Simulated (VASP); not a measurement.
A calculation with VASP 6.6.1 of LaMg6Si (native input, structure from a POSCAR):

File INCAR:

```
SYSTEM = LaMg6Si
PREC = Accurate
ENCUT = 500
EDIFF = 1E-6
ISMEAR = 0
SIGMA = 0.02
LREAL = .FALSE.
LASPH = .TRUE.
NELM = 60
ALGO = Fast
ISIF = 2
LWAVE = .FALSE.
LCHARG = .TRUE.
LELF = .TRUE.
LVHAR = .TRUE.
NBANDS = 24
```

The input KPOINTS:

```
regular mesh
0
G
  6 5 5
  0 0 0
```

The input POSCAR:

```
LaMg6Si
1.0
    4.9002060000      0.0000000000      0.0000000000
    0.0000000000      2.9561180000      6.7304940000
    0.0000000000     -2.9561180000      6.7304940000
La Si Mg
1 1 6
Cartesian
    2.4501030000      0.0000000000      2.6574951729
    2.4501030000      0.0000000000      8.4650499917
    0.0000000000      0.0000000000     10.5679793810
    0.0000000000      0.0000000000      4.8716796281
    0.0000000000     -1.4684397920      7.7099693308
    0.0000000000      1.4684397920      7.7099693308
    2.4501030000     -1.5001973677      5.9308776603
    2.4501030000      1.5001973677      5.9308776603
```

Potentials or basis: VASP PAW LDA potentials, release 64 (La, Si, Mg).

Run with:

```bash
$ cat potpaw_LDA.64/La/POTCAR potpaw_LDA.64/Si/POTCAR potpaw_LDA.64/Mg/POTCAR > POTCAR
$ mpirun -np 1 vasp_std > vasp.out
```

The cell comes from a database or a generator and needn't be the stable form of this composition.

**Question.** Write the same calculation in another form: ASE script, structure from a POSCAR.

**Answer.** As run:

run.py

```python
from ase.calculators.vasp import Vasp
from ase.dft.bandgap import bandgap
from ase.io import read

atoms = read('POSCAR')
calc = Vasp(
    directory='calc',
    xc='lda',
    pp='LDA',
    setups='minimal',
    prec='Accurate',
    encut=500,
    ediff=1e-07,
    ismear=0,
    sigma=0.02,
    lreal=False,
    lasph=True,
    nelm=80,
    algo='Normal',
    isif=2,
    lwave=False,
    lcharg=False,
    kpts=[6, 5, 5],
    gamma=True,
)
atoms.calc = calc

print('energy (eV):', atoms.get_potential_energy())
print('free energy (eV):', atoms.get_potential_energy(force_consistent=True))
print('forces (eV/A):')
print(atoms.get_forces())
print('stress (eV/A^3, Voigt):', atoms.get_stress())
print('Fermi level (eV):', calc.get_fermi_level())
gap, top, bottom = bandgap(calc)
print('band gap (eV):', gap, 'from (spin, k, band)', top, 'to', bottom)
```

Contents of POSCAR:

```
LaMg6Si
1.0
    4.9002060000      0.0000000000      0.0000000000
    0.0000000000      2.9561180000      6.7304940000
    0.0000000000     -2.9561180000      6.7304940000
La Si Mg
1 1 6
Direct
    0.5000000000      0.1974220000      0.1974220000
    0.5000000000      0.6288580000      0.6288580000
    0.0000000000      0.7850820000      0.7850820000
    0.0000000000      0.3619110000      0.3619110000
    0.0000000000      0.3243910000      0.8211370000
    0.0000000000      0.8211370000      0.3243910000
    0.5000000000      0.1868530000      0.6943420000
    0.5000000000      0.6943420000      0.1868530000
```

Potentials or basis: VASP PAW LDA potentials, release 64 (La, Si, Mg).

Run with:

```bash
$ python run.py
```

Both were run:

|  | native input, structure from a POSCAR | ASE script, structure from a POSCAR |
| --- | --- | --- |
| Pressure | -2.8 GPa | -2.8 GPa |
| Largest force | 0.057 eV/Å | 0.055 eV/Å |
| Band gap on the k mesh | none (metal or under the smearing width) | none (metal or under the smearing width) |

Keys that steer only the numerical path or the files written may differ.
